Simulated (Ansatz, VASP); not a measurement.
**ScF3: VASP beside Ansatz**

File INCAR:

```
PREC = Accurate
ENCUT = 520
EDIFF = 1E-7
ISMEAR = -1
SIGMA = 0.02
LREAL = F
LASPH = T
NELM = 100
ALGO = Normal
ISIF = 2
LWAVE = F
LCHARG = F
GGA = CA
NBANDS = 24
```

The input KPOINTS:

```
Automatic mesh
0
Gamma
  6 6 6
```

File POSCAR:

```
ScF3
1.0
    3.9322010000      0.0000000000      0.0000000000
    0.0000000000      3.9322010000      0.0000000000
    0.0000000000      0.0000000000      4.0124500000
Sc F
1 3
Direct
    0.0000000000      0.0000000000      0.0000000000
    0.5000000000      0.0000000000      0.0000000000
    0.0000000000      0.5000000000      0.0000000000
    0.0000000000      0.0000000000      0.5000000000
```

Input for Ansatz:

```yaml
crystal:
  lattice:
    - [3.932201, 0.0, 0.0]
    - [0.0, 3.932201, 0.0]
    - [0.0, 0.0, 4.01245]
  atoms:
    - { symbol: Sc, position: [0.0, 0.0, 0.0] }
    - { symbol: F, position: [0.5, 0.0, 0.0] }
    - { symbol: F, position: [0.0, 0.5, 0.0] }
    - { symbol: F, position: [0.0, 0.0, 0.5] }
kpoints:
  mp_grid: { grid: [6, 6, 6] }
  band_path:
    path:
      - [0.0, 0.0, 0.0]
      - [0.0, 0.5, 0.0]
      - [0.5, 0.5, 0.0]
      - [0.0, 0.0, 0.0]
      - [0.0, 0.0, 0.5]
      - [0.0, 0.5, 0.5]
      - [0.5, 0.5, 0.5]
      - [0.0, 0.0, 0.5]
      - [0.0, 0.5, 0.0]
    npoints: 5
scf:
  occupations: { method: fermi_dirac, width: 0.02 }
hamiltonian:
  xc: lda
  pseudopotentials: { kind: all_electron, lapw: { basis_error: 0.001 } }
output:
  forces: true
  stress: true
  eigenvalues: true
```

Change from the starting cell: equal xx and yy strain of -2 %.

Alike in both runs: task single point; functional LDA; k mesh 6 × 6 × 6; occupations fermi-dirac, width 0.02 eV; no spin polarisation.

```csv
,VASP,Ansatz
version,VASP 6.6.1,Ansatz 0.2.0
potentials or method,"VASP PAW LDA potentials, release 64 (Sc_sv, F)","all-electron LAPW, scalar-relativistic"
plane-wave cutoff (eV),520,see its input
```

```csv
,VASP,Ansatz,Ansatz less VASP
gap on the k mesh at the Fermi level (eV),6.34,6.37,+0.026
pressure (GPa),2.1,1.3,-0.74
largest component of the traceless stress (GPa),3.68,3.58,-0.104
```

Ansatz ran all-electron here, so the differences hold the error of VASP's frozen core and of both bases.

A k mesh can miss the band edges.
